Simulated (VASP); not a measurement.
Given:

```yaml
crystal:
  lattice:
    - [-1.49735, 1.49735, 1.49735]
    - [1.49735, -1.49735, 1.49735]
    - [1.49735, 1.49735, -1.49735]
  atoms:
    - { symbol: V, position: [0.00000, 0.00000, 0.00000] }
```

Calculation: PW91 GGA, VASP's PBE PAW potentials (set 64) (plane waves; VASP). Numerical set-up: 520 eV cut-off, Gaussian smearing of 0.050 eV, potentials V_sv.

Give the energies of bands 5 to 9 at the high-symmetry points, in eV from the Fermi level.

```tsv
band	Γ	H	N	P
5	-6.53	-2.99	-3.16	-1.10
6	0.40	-2.99	-1.14	-1.10
7	0.40	3.72	1.72	-1.10
8	0.40	3.72	2.42	2.84
9	2.42	3.72	2.78	2.84
```

It has no gap at this level: it comes out as a metal or semimetal.

The compound is V in the bcc structure. It was relaxed first. The run is not spin-polarised, so no magnetic state was tried.
